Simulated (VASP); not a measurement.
Input:

```xyz
2
Lattice="0.0000 2.2236 2.2236 2.2236 0.0000 2.2236 2.2236 2.2236 0.0000" Properties=species:S:1:pos:R:3 pbc="T T T"
Si     0.0000     0.0000     0.0000
C      1.1118     1.1118     1.1118
```

All values below come from PBE GGA, VASP's PBE PAW potentials (set 64) (plane waves; VASP 6.6.1). Settings: 520 eV cut-off, 8×8×8 Γ-centred mesh, Gaussian smearing of 0.050 eV, potentials Si C.

Give the stress tensor in GPa (positive for a compressed cell).

```
-8.93   0.00   0.00
 0.00  -8.93   0.00
 0.00   0.00  -8.93
```
The pressure is its mean diagonal, -8.93 GPa.

The compound is SiC in the zinc blende structure. The cell was not relaxed at this level.
